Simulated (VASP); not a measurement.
Crystal: SrB3Pt.

```
Sr B Pt
1.0
     4.54056    0.00000    0.00000
     0.00000    4.54056    0.00000
     0.00000    0.00000    4.54056
Sr B Pt
1 3 1
Direct
  0.00000 0.00000 0.00000
  0.50000 0.00000 0.00000
  0.00000 0.50000 0.00000
  0.00000 0.00000 0.50000
  0.50000 0.50000 0.50000
```

The cell was built by a generator and needn't be a form met in nature.

```yaml
Program: VASP 6.6.1
Task: relaxation of cell and atoms
Functional: PBEsol
Potentials_or_basis: VASP PAW PBE potentials, release 64 (Sr_sv, B, Pt)
Cutoff: 600 eV
k_mesh: 5 × 5 × 5
Occupations: fermi-dirac, width 0.05 eV
Spin: no spin polarisation
```

At the start: pressure -1.5 GPa; volume 18.72 Å³/atom.

**Question.** Where does the relaxation end?

**Answer.** Over 5 steps the energy falls by 105.3 meV/atom and the volume is 16.29 Å³/atom (-13.0 %); space group Pm-3m (No. 221, to 0.05 Å).

Step by step:
```
step  energy change (eV)  largest force (eV/Å)  pressure (GPa)  volume (Å³)
   1              0.0000                0.0000           -1.45        93.61
   2             -0.4273                0.0000           -2.47        91.33
   3             -0.5109                0.0000           -1.31        84.71
   4             -0.4148                0.0000            4.44        72.44
   5             -0.5266                0.0000           -0.16        81.43
```

Final structure:
```xyz
5
Lattice="4.3343 0.0000 0.0000 0.0000 4.3343 0.0000 0.0000 0.0000 4.3343" Properties=species:S:1:pos:R:3 pbc="T T T"
Sr    0.0000    0.0000    0.0000
B     2.1672    0.0000    0.0000
B     0.0000    2.1672    0.0000
B     0.0000    0.0000    2.1672
Pt    2.1672    2.1672    2.1672
```

Caveat: the PAW data sets were made with another functional, which shifts forces and pressure a little.
